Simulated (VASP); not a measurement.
These are PBEsol GGA, VASP's PBE PAW potentials (set 64) (plane waves; VASP) values and carry that method's errors.

The input files of a VASP run:

**POSCAR**
```
ZrN(110) slab
24.5756180
  0.1310323370   0.0000000000   0.0000000000
  0.0000000000   0.1853077114   0.0000000000
  0.0000000000   0.0000000000   0.9999999961
Zr N
6 6
Cart
  0.0000000000   0.0000000000   0.3420776913
  0.0655161685   0.0926538557   0.3985810697
  0.0000000000   0.0000000000   0.4661732026
  0.0655161685   0.0926538557   0.5338267935
  0.0000000000   0.0000000000   0.6014189263
  0.0655161685   0.0926538557   0.6579223048
  0.0655161685   0.0000000000   0.4006586608
  0.0000000000   0.0926538557   0.3393754222
  0.0655161685   0.0000000000   0.5323359852
  0.0000000000   0.0926538557   0.4676640109
  0.0655161685   0.0000000000   0.6606245739
  0.0000000000   0.0926538557   0.5993413353
```

**INCAR**
```
ENCUT  =  450
SIGMA  =  0.1   ! width (eV)
LCHARG  =  .FALSE.
SYSTEM  =  ZrN(110) slab
DIPOL  =  0.5 0.5 0.5
EDIFF  =  1E-6   ! SCF stop (eV)
ALGO  =  Normal   ! blocked Davidson
LORBIT  =  11   ! lm-projected
LASPH  =  .TRUE.   ! aspherical one-centre terms
LVHAR  =  .TRUE.
NELMIN  =  4
LDIPOL  =  .TRUE.
IDIPOL  =  3
ISMEAR  =  1   ! Methfessel-Paxton
GGA  =  PS
LWAVE  =  .FALSE.
PREC  =  Normal
LMAXMIX  =  4
NELM  =  100
LREAL  =  .FALSE.
```

File KPOINTS:
```
Automatic mesh
0
Gamma
9 6 1
0 0 0
```

POTCAR, in this order: Zr_sv N (PBE.64 set). Program: vasp_std. Read from the step before: WAVECAR.

The resulting files:

File OSZICAR:
```
       N       E                     dE             d eps       ncg     rms          rms(c)
DAV:   1    -0.124147693744E+03   -0.12415E+03   -0.81268E-05  2936   0.410E-02    0.121E-02
DAV:   2    -0.124147697998E+03   -0.42539E-05   -0.31660E-04  2945   0.812E-02    0.163E-02
DAV:   3    -0.124147680267E+03    0.17731E-04   -0.91392E-05  2640   0.461E-02    0.211E-03
DAV:   4    -0.124147680466E+03   -0.19886E-06   -0.27027E-06  2270   0.636E-03
   1 F= -.12414768E+03 E0= -.12414676E+03  d E =-.276915E-02
```

File OUTCAR:
```
------------------------ aborting loop because EDIFF is reached ----------------------------------------
  FORCE on cell =-STRESS in cart. coord.  units (eV):
  Direction    XX          YY          ZZ          XY          YZ          ZX
  --------------------------------------------------------------------------------------
  Total        3.3826823     -9.9349741     -0.8108365      0.0000000      0.0000000      0.0000000
  in kB       15.0378751    -44.1664001     -3.6046123      0.0000000      0.0000000      0.0000000
  external PRESSURE =     -10.9110458 kB  Pullay stress =       0.0000000 kB
  volume of cell :      360.40
      direct lattice vectors                 reciprocal lattice vectors
     3.220200660  0.000000000  0.000000000     0.310539654  0.000000000  0.000000000
     0.000000000  4.554051528  0.000000000     0.000000000  0.219584692  0.000000000
     0.000000000  0.000000000 24.575617904     0.000000000  0.000000000  0.040690737
 POSITION                                       TOTAL-FORCE (eV/Angst)
 -----------------------------------------------------------------------------------
      0.00000      0.00000      8.40677         0.000000      0.000000      0.000523
      1.61010      2.27703      9.79538         0.000000      0.000000      0.011848
      0.00000      0.00000     11.45649         0.000000      0.000000     -0.006458
      1.61010      2.27703     13.11912         0.000000      0.000000      0.006458
      0.00000      0.00000     14.78024         0.000000      0.000000     -0.011848
      1.61010      2.27703     16.16885         0.000000      0.000000     -0.000523
      1.61010      0.00000      9.84643         0.000000      0.000000     -0.005427
      0.00000      2.27703      8.34036         0.000000      0.000000      0.012400
      1.61010      0.00000     13.08249         0.000000      0.000000      0.004102
      0.00000      2.27703     11.49313         0.000000      0.000000     -0.004102
      1.61010      0.00000     16.23526         0.000000      0.000000     -0.012400
      0.00000      2.27703     14.72918         0.000000      0.000000      0.005427
 -----------------------------------------------------------------------------------
    total drift:                                0.000000      0.000000      0.000000
  FREE ENERGIE OF THE ION-ELECTRON SYSTEM (eV)
  ---------------------------------------------------
  free  energy   TOTEN  =      -124.1476804657 eV

  energy  without entropy=     -124.1449113144  energy(sigma->0) =     -124.14675742

 total charge

# of ion       s       p       d       tot
------------------------------------------
    1        2.168   5.996   1.777   9.942
    2        2.178   6.045   1.697   9.920
    3        2.165   6.032   1.708   9.905
    4        2.165   6.032   1.708   9.905
    5        2.178   6.045   1.697   9.920
    6        2.168   5.996   1.777   9.942
    7        1.250   2.463   0.000   3.713
    8        1.260   2.380   0.000   3.640
    9        1.242   2.445   0.000   3.687
   10        1.242   2.445   0.000   3.687
   11        1.260   2.380   0.000   3.640
   12        1.250   2.463   0.000   3.713
--------------------------------------------------
tot         20.526  50.723  10.364  81.613
```
(Selected blocks of OUTCAR.)

At this cut-off the stress carries a Pulay error, which pulls relaxed volumes low.

The cell is a thin slab with vacuum, built from ZrN (rock salt): (110) face.
